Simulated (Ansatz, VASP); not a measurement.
# Ca (dimer Ca chain): VASP beside Ansatz, part 2 of 2

Wanted: the spread between two codes on one cell, functional and k mesh. The structure shown is the start of the Ansatz relaxation below; VASP solves that cell, so the two are compared at the walk's first step. Other levels of theory on this material are compared in a session of their own.

VASP 6.6.1 and Ansatz 0.2.0.

So far: Set-up; Ansatz: relaxation, RPBE.

In doubt: too few empty bands were carried (step 2), so the values of those runs are not to be relied on; warnings of the run leave room for a lower electronic state (step 2), so energies may not be the lowest and differences between runs may mislead.

## (3) VASP: single point, RPBE, start cell

Level of this step: RPBE, zero-moment start; plane waves and PAW (Ca_sv) (VASP).

The same cell, functional, mesh and smearing now go to VASP, with its own data sets.

Lines of VASP's logs that name or quote its potential files are left out, and so is its time.

INCAR reads:

```
SYSTEM = Ca
PREC = Accurate
ENCUT = 400
EDIFF = 1E-06
NELM = 200
ISMEAR = -1
SIGMA = 0.05
LREAL = .FALSE.
ALGO = Normal
GGA = RP
NBANDS = 17
ISPIN = 2
MAGMOM = -0 -0
LORBIT = 11
LWAVE = .FALSE.
LCHARG = .FALSE.
ISIF = 2
LASPH = .TRUE.
GGA_COMPAT = .FALSE.
KPAR = 2
```

POSCAR reads:

```
Ca
1.0
   12.0000000000      0.0000000000      0.0000000000
    0.0000000000     12.0000000000      0.0000000000
    0.0000000000      0.0000000000      6.6880000000
Ca
2
Direct
    0.5000000000      0.5000000000      0.0000000000
    0.5000000000      0.5000000000      0.4500000000
```

KPOINTS reads:

```
Automatic mesh
0
Gamma
1 1 12
0 0 0
```

PAW data sets: Ca_sv (PBE family, release 64).

Launch:

```console
> mpirun -np 2 vasp_std
```

Numbers of over 12 decimals in the logs are rounded to 6 here.

Output:

```text
[banner, memory and clock lines left out]
running    2 mpi-ranks, on    1 nodes
 distrk:  each k-point on    1 cores,    2 groups
 distr:  one band on    1 cores,    1 groups

 POSCAR found type information on POSCAR Ca
 POSCAR found :  1 types and       2 ions
|                                                                             |
|               ----> ADVICE to this user running VASP <----                  |
|                                                                             |
|     You enforced a specific xc type in the INCAR file but a different       |
|     [... a line on the potential file left out ...]
|     I HOPE YOU KNOW WHAT YOU ARE DOING!                                     |
|                                                                             |

 LDA part: xc-table for (Slater+PW92), standard interpolation
 POSCAR, INCAR and KPOINTS ok, starting setup
 FFT: planning ... GRIDC
 FFT: planning ... GRID_SOFT
 FFT: planning ... GRID
 WAVECAR not read
 entering main loop
       N       E                     dE             d eps       ncg     rms          rms(c)
DAV:   1     0.875913896183E+02    0.87591E+02   -0.79875E+03   716   0.593E+02
DAV:   2     0.885464908669E+01   -0.78737E+02   -0.78202E+02   662   0.168E+02
DAV:   3    -0.786115333585E-01   -0.89333E+01   -0.88607E+01   942   0.363E+01
DAV:   4    -0.354710332995E+00   -0.27610E+00   -0.25529E+00   628   0.720E+00
DAV:   5    -0.369000963946E+00   -0.14291E-01   -0.13971E-01   805   0.130E+00    0.294E+00
DAV:   6     0.219104610640E-01    0.39091E+00   -0.10792E+00   607   0.502E+00    0.138E+00
DAV:   7     0.476905843238E-01    0.25780E-01   -0.22547E-01   782   0.168E+00    0.878E-01
DAV:   8     0.444174084446E-01   -0.32732E-02   -0.52905E-02   721   0.139E+00    0.153E-01
DAV:   9     0.444484468230E-01    0.31038E-04   -0.24329E-03   832   0.290E-01    0.104E-01
DAV:  10     0.431925470123E-01   -0.12559E-02   -0.54867E-03   616   0.292E-01    0.296E-01
DAV:  11     0.446437413748E-01    0.14512E-02   -0.14222E-03   643   0.196E-01    0.181E-01
DAV:  12     0.455349466260E-01    0.89121E-03   -0.20680E-03   614   0.181E-01    0.502E-02
DAV:  13     0.452056710101E-01   -0.32928E-03   -0.77859E-04   514   0.138E-01    0.214E-02
DAV:  14     0.449736278254E-01   -0.23204E-03   -0.83002E-04   577   0.120E-01    0.398E-02
DAV:  15     0.447018327359E-01   -0.27180E-03   -0.38236E-04   740   0.923E-02    0.927E-03
DAV:  16     0.446343933856E-01   -0.67439E-04   -0.28377E-04   559   0.856E-02    0.102E-02
DAV:  17     0.445459175430E-01   -0.88476E-04   -0.35796E-04   466   0.960E-02    0.384E-03
DAV:  18     0.445102199239E-01   -0.35698E-04   -0.29927E-04   402   0.894E-02    0.350E-03
DAV:  19     0.444454390508E-01   -0.64781E-04   -0.17956E-04   410   0.696E-02    0.198E-03
DAV:  20     0.444276777573E-01   -0.17761E-04   -0.74328E-05   516   0.445E-02    0.108E-03
DAV:  21     0.444183030725E-01   -0.93747E-05   -0.16297E-05   524   0.207E-02    0.846E-04
DAV:  22     0.444130961762E-01   -0.52069E-05   -0.69733E-06   509   0.133E-02    0.474E-04
DAV:  23     0.444129468747E-01   -0.14930E-06   -0.31543E-06   556   0.958E-03
   1 F= 0.44412947E-01 E0= 0.93934091E-01  d E =-.990423E-01  mag=    -0.0000
```

From OUTCAR (step 3):

```text
ion  position               nearest neighbor table
   1  0.500  0.500  0.000-   2 3.01
   2  0.500  0.500  0.450-   1 3.01

  LATTYP: Found a simple tetragonal cell.
 ALAT       =    12.0000000000
 C/A-ratio  =     0.5573333333

 Subroutine GETGRP returns: Found 16 space group operations
 (whereof  8 operations were pure point group operations)

The static configuration has the point symmetry C_4v.
 The point group associated with its full space group is D_4h.

 Found      7 irreducible k-points:

   k-points           NKPTS =      7   k-points in BZ     NKDIM =      7   number of bands    NBANDS=     17

   dimension x,y,z NGX =    80 NGY =   80 NGZ =   48
   dimension x,y,z NGXF=   160 NGYF=  160 NGZF=   96

   ENCUT  =  400.0 eV  29.40 Ry    5.42 a.u.  19.57 19.57 10.91*2*pi/ulx,y,z

   NELECT =      20.0000    total number of electrons

 k-points in reciprocal lattice and weights: Automatic mesh
   0.00000000  0.00000000  0.00000000       0.083
   0.00000000  0.00000000  0.08333333       0.167
   0.00000000  0.00000000  0.16666667       0.167
   0.00000000  0.00000000  0.25000000       0.167
   0.00000000  0.00000000  0.33333333       0.167
   0.00000000  0.00000000  0.41666667       0.167
   0.00000000  0.00000000  0.50000000       0.083

 average (electrostatic) potential at core
       1 -54.1730       2 -54.1730

 E-fermi :  -1.8354

 spin component 1
 k-point     1 :       0.0000    0.0000    0.0000
  band No.  band energies     occupation
    ...
      5     -26.2193      1.00000
      6     -26.1657      1.00000
      7     -26.1657      1.00000
      8     -25.8553      1.00000
      9      -4.2730      1.00000
     10      -1.8101      0.37571
     11      -1.8101      0.37571
     12      -1.5361      0.00251
     13      -1.4300      0.00030
     14      -1.4300      0.00030
    ...

 k-point     2 :       0.0000    0.0000    0.0833
  band No.  band energies     occupation
    ...
      5     -26.2189      1.00000
      6     -26.1661      1.00000
      7     -26.1661      1.00000
      8     -25.8591      1.00000
      9      -4.2409      1.00000
     10      -1.8036      0.34576
     11      -1.8036      0.34576
     12      -1.5413      0.00278
     13      -1.4179      0.00024
     14      -1.4179      0.00024
    ...

 k-point     3 :       0.0000    0.0000    0.1667
  band No.  band energies     occupation
    ...
      5     -26.2179      1.00000
      6     -26.1671      1.00000
      7     -26.1671      1.00000
      8     -25.8699      1.00000
      9      -4.1456      1.00000
     10      -1.7855      0.26929
     11      -1.7855      0.26929
     12      -1.7017      0.06448
     13      -1.3832      0.00012
     14      -1.3832      0.00012
    ...

 k-point     4 :       0.0000    0.0000    0.2500
  band No.  band energies     occupation
    ...
      6     -26.1687      1.00000
      7     -26.1687      1.00000
      8     -25.8856      1.00000
      9      -3.9899      1.00000
     10      -2.0690      0.99073
     11      -1.7603      0.18193
     12      -1.7603      0.18193
     13      -1.3316      0.00004
     14      -1.3316      0.00004
     15      -1.2433      0.00001
    ...

 k-point     5 :       0.0000    0.0000    0.3333
  band No.  band energies     occupation
    ...
      6     -26.1703      1.00000
      7     -26.1703      1.00000
      8     -25.9025      1.00000
      9      -3.7786      1.00000
     10      -2.4599      1.00000
     11      -1.7342      0.11665
     12      -1.7342      0.11665
     13      -1.2738      0.00001
     14      -1.2738      0.00001
     15      -1.1064      0.00000
    ...

 k-point     6 :       0.0000    0.0000    0.4167
  band No.  band energies     occupation
    ...
      6     -26.1716      1.00000
      7     -26.1716      1.00000
      8     -25.9160      1.00000
      9      -3.5205      1.00000
     10      -2.8303      1.00000
     11      -1.7146      0.08188
     12      -1.7146      0.08188
     13      -1.2264      0.00001
     14      -1.2264      0.00001
     15      -0.9518      0.00000
    ...

  Total       -0.0362311     -0.0362311      6.0318443      0.0000000      0.0000000      0.0000000
  in kB       -0.0602744     -0.0602744     10.0346435      0.0000000      0.0000000      0.0000000
  external PRESSURE =       3.3046982 kB  Pullay stress =       0.0000000 kB

  energy-cutoff  :      400.00
  volume of cell :      963.07
      direct lattice vectors                 reciprocal lattice vectors
    12.000000000  0.000000000  0.000000000     0.083333333  0.000000000  0.000000000
     0.000000000 12.000000000  0.000000000     0.000000000  0.083333333  0.000000000
     0.000000000  0.000000000  6.688000000     0.000000000  0.000000000  0.149521531

 POSITION                                       TOTAL-FORCE (eV/Angst)
 -----------------------------------------------------------------------------------
      6.00000      6.00000      0.00000         0.000000      0.000000     -1.228299
      6.00000      6.00000      3.00960         0.000000      0.000000      1.228299
 -----------------------------------------------------------------------------------
    total drift:                                0.000000     -0.000000      0.000019

  FREE ENERGIE OF THE ION-ELECTRON SYSTEM (eV)
  ---------------------------------------------------
  free  energy   TOTEN  =         0.0444129469 eV

  energy  without entropy=        0.1434552344  energy(sigma->0) =        0.09393409

 total charge
# of ion       s       p       d       tot
------------------------------------------
    1        2.126   5.814   0.168   8.108
    2        2.126   5.814   0.168   8.108
--------------------------------------------------
tot          4.252  11.628   0.336  16.216

 magnetization (x)
# of ion       s       p       d       tot
------------------------------------------
    1        0.000  -0.000  -0.000  -0.000
    2        0.000  -0.000  -0.000  -0.000
--------------------------------------------------
tot          0.000  -0.000  -0.000  -0.000

[... 6 further parts left out ...]
```

## (4) Side by side

Known differences besides the potentials themselves: the cutoff is 420 eV in Ansatz and 400 eV in VASP; Ansatz makes its cores anew for this functional, VASP keeps those of its PBE data sets; Ansatz's log warns that its bands leave out some electrons. Total energies have different zeros and are not compared.

Forces (eV/Å; atoms numbered as in POSCAR):

```tsv
atom	Ansatz x, y, z	VASP x, y, z
Ca1	0.000, 0.000, -0.972	0.000, 0.000, -1.228
Ca2	0.000, 0.000, 0.972	0.000, 0.000, 1.228
```

The forces differ by 148 meV/Å r.m.s., which is 20.9 % of the r.m.s. force of 0.709 eV/Å (both taken over all components). Moments aren't recorded for both runs of this pair, so they may hold unlike magnetic states.

## (5) Summary of results

```
r.m.s. force difference (single point, RPBE, start cell) : 21 % of the r.m.s. force
```

**Reading.** The r.m.s. force difference is 21 % of the r.m.s. force (single point, RPBE, start cell), beyond the 3 % picked in this series as the mark of a large difference. What causes the difference of the single point, RPBE, start cell pair stays open here. 9 further runs of this series are not shown here. Such differences can come from data sets, numerical settings and the points named under the comparisons, not from the functional's error against experiment.

[Lines on the potential files, build, host, timing and source positions are cut from VASP's logs without a mark.]

[Logs are printed without paths, hosts, clocks, repeated set-up lines and the standing remarks that a program may print on its own settings, such as how far it seeks lower states.]

[Hosts, paths, dates, database ids (printed as entryN), source tags and the programs' standing remarks are cut or masked in the printed files.]
